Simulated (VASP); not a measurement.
Zn4Te3O:

```xyz
8
Lattice="-2.9156 2.9156 5.6593 2.9156 -2.9156 5.6593 2.9156 2.9156 -5.6593" Properties=species:S:1:pos:R:3 pbc="T T T"
Zn    1.7409    1.7409    4.4459
Zn    1.1747    1.1747   -1.2134
Zn    1.7409   -1.7409    6.8727
Zn   -1.7409    1.7409    6.8727
Te    0.0000    0.0000    5.6593
Te    2.9156    0.0000    2.8296
Te    0.0000    2.9156    2.8296
O     0.0000    0.0000    0.0000
```

The cell was built by a generator and needn't be a form met in nature.

Base run:

- Program: VASP 6.6.1
- Functional: PBE
- Potentials or basis: VASP PAW PBE potentials, release 64 (Zn, Te, O)
- Cutoff: 520 eV
- k mesh: 8 × 8 × 8
- Occupations: gaussian, width 0.1 eV
- Spin: no spin polarisation

Its results: band gap on the k mesh 0.31 eV, direct.

Question: The run is repeated on the same cell with these changes: functional from PBE to PBEsol. What comes out?

Answer: Band gap on the k mesh 0.23 eV, direct.

Caveats: spin-orbit coupling is left out, which moves the levels of the heavy elements.
